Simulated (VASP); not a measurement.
```
CELL_PARAMETERS angstrom
      3.27573     0.00000     0.00000
     -1.63787     2.83687     0.00000
      0.00000     0.00000     7.17699
ATOMIC_POSITIONS crystal
  Mo 0.00000 0.00000 0.00000
  Mo 0.00000 0.00000 0.50000
  Se 0.33333 0.66667 0.25000
  Se 0.66667 0.33333 0.75000
```

Level of theory: PBE GGA, VASP's PBE PAW potentials (set 64) (plane waves; VASP 6.6.1). Numerical set-up: 400 eV cut-off, Gaussian smearing of 0.050 eV, potentials Mo_sv Se.

Task: Give the energies of bands 11 to 23 at the high-symmetry points, in eV from the Fermi level.

Result: 
```json
[
 {"band": "11", "Γ": "-8.32", "M": "-8.39", "K": "-7.25", "A": "-6.79", "L": "-7.69", "H": "-6.82"},
 {"band": "12", "Γ": "-4.00", "M": "-6.74", "K": "-6.76", "A": "-6.79", "L": "-7.69", "H": "-6.82"},
 {"band": "13", "Γ": "-3.96", "M": "-6.62", "K": "-6.76", "A": "-3.22", "L": "-5.79", "H": "-6.37"},
 {"band": "14", "Γ": "-3.92", "M": "-4.78", "K": "-5.80", "A": "-3.22", "L": "-5.79", "H": "-6.37"},
 {"band": "15", "Γ": "-3.92", "M": "-4.71", "K": "-5.80", "A": "-3.22", "L": "-4.04", "H": "-5.76"},
 {"band": "16", "Γ": "-1.65", "M": "-3.56", "K": "-5.18", "A": "-3.22", "L": "-4.04", "H": "-5.76"},
 {"band": "17", "Γ": "-1.65", "M": "-2.93", "K": "-1.76", "A": "-1.89", "L": "-2.92", "H": "-1.91"},
 {"band": "18", "Γ": "-1.14", "M": "-2.57", "K": "-1.76", "A": "-1.89", "L": "-2.92", "H": "-1.91"},
 {"band": "19", "Γ": "-1.14", "M": "-0.82", "K": "-0.54", "A": "-0.82", "L": "0.73", "H": "0.32"},
 {"band": "20", "Γ": "-0.88", "M": "0.40", "K": "-0.54", "A": "-0.82", "L": "0.73", "H": "0.32"},
 {"band": "21", "Γ": "-0.88", "M": "1.14", "K": "0.48", "A": "-0.82", "L": "1.21", "H": "0.75"},
 {"band": "22", "Γ": "-0.64", "M": "1.16", "K": "0.64", "A": "-0.82", "L": "1.21", "H": "0.75"},
 {"band": "23", "Γ": "-0.07", "M": "1.26", "K": "2.38", "A": "1.83", "L": "1.65", "H": "0.87"}
]
```

It has no gap at this level: it comes out as a metal or semimetal.

The structure was generated: MoSe was put into the NiAs type type (P6_3/mmc), which need not be its known phase. It was relaxed first, which changed the volume by -33 %. VASP warned that the highest band is occupied, so more bands are needed.
